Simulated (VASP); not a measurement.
Input:

```yaml
crystal:
  lattice:
    - [1.78017, 0.00000, 0.00000]
    - [0.00000, 1.78017, 0.00000]
    - [0.00000, 0.00000, 1.78017]
  atoms:
    - { symbol: C, position: [0.00000, 0.00000, 0.00000] }
```

Method: r2SCAN meta-GGA, VASP's PBE PAW potentials (set 64) (plane waves; VASP). Settings: 520 eV cut-off, 23×23×23 Γ-centred mesh, tetrahedra with Blöchl corrections, potentials C.

For a metal the tetrahedron method with Blöchl corrections gives inexact stress and forces.

Predict the energy per atom (σ→0), pressure, band gap (over mesh and band path) with the smallest direct gap where there is one.

| Property | Result |
|---|---|
| band gap (over mesh and band path) | none (metal, semimetal or under 0.01 eV) |
| energy per atom (σ→0) | -7.038 eV/atom |
| pressure | -2.19 GPa |

The structure was generated: C was put into the simple-cubic type (Pm-3m), which need not be its known phase. It was relaxed first, which changed the volume by -31 %.
